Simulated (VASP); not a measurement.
An input for Quantum ESPRESSO's pw.x (written as the equivalent of a VASP run, and not itself run):

```
&CONTROL
  calculation = 'vc-relax'
  pseudo_dir = './pseudo'
  outdir = './out'
  tprnfor = .true.
  tstress = .true.
  nstep = 40
  forc_conv_thr = 0.00078
/
&SYSTEM
  ibrav = 0
  nat = 5
  ntyp = 3
  ecutwfc = 84
  occupations = 'smearing'
  smearing = 'gaussian'
  degauss = 0.003675
  input_dft = 'pbesol'
/
&ELECTRONS
  conv_thr = 7.3e-08
  electron_maxstep = 100
/
&IONS
/
&CELL
  press = 450
/
ATOMIC_SPECIES
  Ba 137.327 Ba.upf
  Zr 91.224 Zr.upf
  O 15.999 O.upf
CELL_PARAMETERS angstrom
     4.0034516    0.0000000    0.0000000
     0.0000000    4.0034516    0.0000000
     0.0000000    0.0000000    4.0034516
ATOMIC_POSITIONS crystal
  Ba   0.0000000  0.0000000  0.0000000
  Zr   0.5000000  0.5000000  0.5000000
  O    0.5000000  0.0000000  0.5000000
  O    0.0000000  0.5000000  0.5000000
  O    0.5000000  0.5000000  0.0000000
K_POINTS automatic
  6 6 6 0 0 0
```

Translate this input to VASP (INCAR, KPOINTS, POSCAR, choice of POTCAR).

This is not unique; one that fits is 
POSCAR:
```
BaZrO3
1
    4.0034516334     0.0000000000     0.0000000000
    0.0000000000     4.0034516334     0.0000000000
    0.0000000000     0.0000000000     4.0034516334
Ba Zr O
1 1 3
Direct
  0.0000000000   0.0000000000   0.0000000000
  0.5000000000   0.5000000000   0.5000000000
  0.5000000000   0.0000000000   0.5000000000
  0.0000000000   0.5000000000   0.5000000000
  0.5000000000   0.5000000000   0.0000000000
```

### INCAR
```
! general
SYSTEM   =  BaZrO3
PREC     =  Accurate
ENCUT    =  620   ! plane-wave cut-off (eV)
LREAL    =  .False.   ! projection in real space or not
LASPH    =  .True.

! electronic loop
EDIFF    =  1E-6   ! SCF stop (eV)
NELM     =  100
ALGO     =  Normal   ! blocked Davidson
LMAXMIX  =  4   ! l cut-off of mixed one-centre charges

! smearing
ISMEAR   =  0   ! Gaussian
SIGMA    =  0.05

! functional
GGA      =  PS

! ions
IBRION   =  2   ! conjugate gradients
NSW      =  40
ISIF     =  3   ! ions, shape and volume
EDIFFG   =  -0.02
PSTRESS  =  450   ! kbar

! output
LWAVE    =  .False.
LCHARG   =  .False.
```

File KPOINTS:
```
kpoints
0
gamma
  6 6 6
0 0 0
```

POTCAR, in this order: Ba_sv Zr_sv O (PBE.64 set). Program: vasp_std.

The two are equivalent in intent, not identical: the potentials are each code's own (VASP's PAW set, PseudoDojo norm-conserving files in pw.x), so ENCUT and ecutwfc are chosen apart and not converted; conv_thr bounds pw.x's estimated SCF error, while EDIFF bounds the energy change between steps; forc_conv_thr acts on force components and is met together with etot_conv_thr.

The compound is BaZrO3 in the cubic perovskite structure. This run relaxes it under an external pressure of 45 GPa. Symmetry was kept, so distortions that lower it aren't found.
